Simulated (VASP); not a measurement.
Computed with PBE GGA, VASP's PBE PAW potentials (set 64) (plane waves; VASP 6.6.1).

A VASP calculation is set up with these files.

POSCAR:
```
La
1
    1.8452022760    -3.1959843260    -0.0000000000
    1.8452022760     3.1959843260    -0.0000000000
   -0.0000000000     0.0000000000    11.7759229889
La
4
Direct
  0.0000000000   0.0000000000   0.5000000000
  0.0000000000   0.0000000000   0.0000000000
  0.3333330000   0.6666670000   0.2500000000
  0.6666670000   0.3333330000   0.7500000000
```

**INCAR**
```
ALGO  =  Normal
EDIFF  =  1E-7
EDIFFG  =  -0.01
ENCUT  =  480
GGA  =  PE
IBRION  =  2
ISIF  =  3
ISMEAR  =  1
LASPH  =  .TRUE.
LCHARG  =  .FALSE.
LMAXMIX  =  6
LREAL  =  .FALSE.
LWAVE  =  .FALSE.
NELM  =  100
NSW  =  40
PREC  =  Accurate
PSTRESS  =  20
SIGMA  =  0.1
SYSTEM  =  La
```

### KPOINTS
```
Automatic mesh
0
Gamma
10 10 4
0 0 0
```

POTCAR, in this order: La (PBE.64 set). Program: vasp_std.

Output of the run:

OSZICAR:
```
       N       E                     dE             d eps       ncg     rms          rms(c)
DAV:   1     0.554967024365E+03    0.55497E+03   -0.14230E+04  2192   0.219E+03
DAV:   2     0.106550898057E+03   -0.44842E+03   -0.44332E+03  3344   0.453E+02
DAV:   3    -0.392251548541E+01   -0.11047E+03   -0.10955E+03  3964   0.269E+02
DAV:   4    -0.173836445509E+02   -0.13461E+02   -0.13246E+02  4032   0.937E+01
DAV:   5    -0.192456238841E+02   -0.18620E+01   -0.18188E+01  4304   0.323E+01    0.535E+00
DAV:   6    -0.194383314083E+02   -0.19271E+00   -0.24343E+00  4240   0.115E+01    0.272E+00
DAV:   7    -0.194577306398E+02   -0.19399E-01   -0.35916E-01  4200   0.428E+00    0.656E-01
DAV:   8    -0.194668562970E+02   -0.91257E-02   -0.52106E-02  4312   0.162E+00    0.223E-01
DAV:   9    -0.194692075227E+02   -0.23512E-02   -0.81602E-03  4288   0.550E-01    0.161E-01
DAV:  10    -0.194706411691E+02   -0.14336E-02   -0.56025E-03  3480   0.534E-01    0.475E-02
DAV:  11    -0.194706287977E+02    0.12371E-04   -0.44722E-04  4176   0.220E-01    0.314E-02
DAV:  12    -0.194706346319E+02   -0.58342E-05   -0.76107E-05  4064   0.618E-02    0.136E-02
DAV:  13    -0.194706354711E+02   -0.83921E-06   -0.19210E-05  4080   0.367E-02    0.456E-03
DAV:  14    -0.194706328682E+02    0.26029E-05   -0.29650E-06  3888   0.150E-02    0.145E-03
DAV:  15    -0.194706324640E+02    0.40422E-06   -0.63702E-08  2296   0.501E-03    0.260E-04
DAV:  16    -0.194706324921E+02   -0.28118E-07    0.29599E-08  2208   0.356E-03
   1 F= -.17736856E+02 E0= -.17736627E+02  d E =-.177369E+02
```

**OUTCAR**
```
------------------------ aborting loop because EDIFF is reached ----------------------------------------
  FORCE on cell =-STRESS in cart. coord.  units (eV):
  Direction    XX          YY          ZZ          XY          YZ          ZX
  --------------------------------------------------------------------------------------
  Total        1.7414018      1.7414020      1.7023802      0.0000000      0.0000000     -0.0000000
  in kB       20.0879669     20.0879698     19.6378335      0.0000000      0.0000000     -0.0000000
  external PRESSURE =      -0.0620766 kB  Pullay stress =      20.0000000 kB
  volume of cell :      138.89
      direct lattice vectors                 reciprocal lattice vectors
     1.845202276 -3.195984326  0.000000000     0.270973002 -0.156446324  0.000000000
     1.845202276  3.195984326  0.000000000     0.270973002  0.156446324  0.000000000
     0.000000000  0.000000000 11.775922989     0.000000000  0.000000000  0.084919034
 POSITION                                       TOTAL-FORCE (eV/Angst)
 -----------------------------------------------------------------------------------
      0.00000      0.00000      5.88796        -0.000000      0.000000      0.000000
      0.00000      0.00000      0.00000        -0.000000      0.000000      0.000000
      1.84520      1.06533      2.94398        -0.000000      0.000000     -0.000000
      1.84520     -1.06533      8.83194         0.000000     -0.000000     -0.000000
 -----------------------------------------------------------------------------------
    total drift:                                0.000000      0.000000      0.000000
  FREE ENERGIE OF THE ION-ELECTRON SYSTEM (eV)
  ---------------------------------------------------
  free  energy   TOTEN  =       -19.4706324921 eV

  energy  without entropy=      -19.4699445355  energy(sigma->0) =      -19.47040317
  enthalpy is  TOTEN    =       -17.7368564871 eV   P V=        1.7337760050

 reached required accuracy - stopping structural energy minimisation
```
(Selected blocks of OUTCAR.)

The compound is La in the dhcp structure. It was relaxed first under an external pressure of 2 GPa.
